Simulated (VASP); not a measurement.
Consider the following.

```
LaB6
1.0
    4.15258     0.00000     0.00000
    0.00000     4.15258     0.00000
    0.00000     0.00000     4.15258
La B
1 6
Cartesian
  0.00000   0.00000   4.15258
  3.32271   2.07629   2.07629
  2.07629   0.82986   2.07629
  2.07629   3.32271   2.07629
  0.82986   2.07629   2.07629
  2.07629   2.07629   3.32271
  2.07629   2.07629   0.82986
```

Level of theory: r2SCAN meta-GGA, VASP's PBE PAW potentials (set 64) (plane waves; VASP). Run with 520 eV cut-off, 8×8×8 Γ-centred mesh, tetrahedra with Blöchl corrections, potentials La B.

Give the energies of bands 9 to 17 at the high-symmetry points, in eV from the Fermi level.

```json
[
 {"band": "9", "Γ": "-8.13", "X": "-7.38", "M": "-7.25", "R": "-5.10"},
 {"band": "10", "Γ": "-7.55", "X": "-7.06", "M": "-6.53", "R": "-5.10"},
 {"band": "11", "Γ": "-7.55", "X": "-3.76", "M": "-4.76", "R": "-5.10"},
 {"band": "12", "Γ": "-2.02", "X": "-3.76", "M": "-4.76", "R": "-2.59"},
 {"band": "13", "Γ": "-2.02", "X": "-3.44", "M": "-3.12", "R": "-2.59"},
 {"band": "14", "Γ": "-2.02", "X": "-2.57", "M": "-3.12", "R": "-2.59"},
 {"band": "15", "Γ": "0.22", "X": "-1.62", "M": "1.15", "R": "1.64"},
 {"band": "16", "Γ": "0.22", "X": "1.61", "M": "1.15", "R": "1.96"},
 {"band": "17", "Γ": "0.22", "X": "1.61", "M": "2.18", "R": "1.97"}
]
```

It has no gap at this level: it comes out as a metal or semimetal.

The compound is LaB6 in the cab6 structure. It was relaxed first. The electron count is odd and the run is not spin-polarised, which forces a metal.
